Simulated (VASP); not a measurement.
Method: r2SCAN+rVV10, VASP's PBE PAW potentials (set 64) (plane waves; VASP).

A VASP calculation is set up with these files.

**POSCAR**
```
Sc
1
   -0.0000000000     2.3171858597     2.3171858597
    2.3171858597     0.0000000000     2.3171858597
    2.3171858597     2.3171858597    -0.0000000000
Sc
1
Direct
  0.0000000000   0.0000000000   0.0000000000
```

**INCAR**
```
ALGO  =  Normal
BPARAM  =  11.95
CPARAM  =  0.0093
EDIFF  =  1E-6
EDIFFG  =  -0.01
ENCUT  =  400
IBRION  =  2
ISIF  =  3
ISMEAR  =  1
LASPH  =  .True.
LCHARG  =  .False.
LMAXMIX  =  4
LMIXTAU  =  .True.
LREAL  =  .False.
LUSE_VDW  =  .True.
LWAVE  =  .False.
METAGGA  =  R2SCAN
NELM  =  100
NSW  =  60
PREC  =  Accurate
SIGMA  =  0.1
SYSTEM  =  Sc
```

File KPOINTS:
```
Automatic mesh
0
Gamma
12 12 12
0 0 0
```

POTCAR, in this order: Sc_sv (PBE.64 set). Program: vasp_std.

Question: What does the run give for the energy per atom (σ→0), band gap (on the k-mesh)?

Answer: 
- energy per atom (σ→0) = -11.024 eV/atom
- band gap (on the k-mesh) = none (metal, semimetal or under 0.01 eV)

**OSZICAR**
```
...
DAV:  15    -0.110241858108E+02    0.28128E-03   -0.21798E-04  1621   0.189E-01    0.835E-02
DAV:  16    -0.110241088701E+02    0.76941E-04   -0.74829E-04  1912   0.400E-01    0.231E-02
DAV:  17    -0.110239923361E+02    0.11653E-03   -0.50834E-05  1979   0.762E-02    0.109E-02
DAV:  18    -0.110239955074E+02   -0.31713E-05   -0.25572E-06  1609   0.208E-02    0.844E-03
DAV:  19    -0.110239904272E+02    0.50802E-05   -0.12671E-05  1989   0.497E-02    0.646E-04
DAV:  20    -0.110239925847E+02   -0.21575E-05   -0.25422E-07   694   0.681E-03    0.234E-04
DAV:  21    -0.110239920501E+02    0.53458E-06   -0.52422E-08   681   0.398E-03
   1 F= -.11023992E+02 E0= -.11023555E+02  d E =-.110240E+02
```

The structure comes from a measured Sc entry (Fm-3m) of the Crystallography Open Database, whose conditions weren't checked. It was relaxed first, which changed the volume by +8 %. The start is the result of an earlier pass.
